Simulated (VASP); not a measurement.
Here is the system:

```yaml
crystal:
  lattice:
    - [1.49167, -2.58365, 0.00000]
    - [1.49167, 2.58365, 0.00000]
    - [0.00000, 0.00000, 2.84838]
  atoms:
    - { symbol: W, position: [0.00000, 0.00000, 0.00000] }
    - { symbol: C, position: [0.33333, 0.66667, 0.50000] }
```

Calculation: PBE GGA, VASP's PBE PAW potentials (set 64) (plane waves; VASP). Numerical set-up: 600 eV cut-off, 14×14×12 Γ-centred mesh, first-order Methfessel-Paxton smearing of 0.10 eV, potentials W_sv C.

Problem. Give the stress tensor in GPa (positive for a compressed cell).

Solution. 
```
-17.03    0.00    0.00
  0.00  -17.03    0.00
  0.00    0.00   -5.42
```
The pressure is its mean diagonal, -13.16 GPa.

The compound is WC in the wc structure. This cell was strained or had an atom moved on purpose.
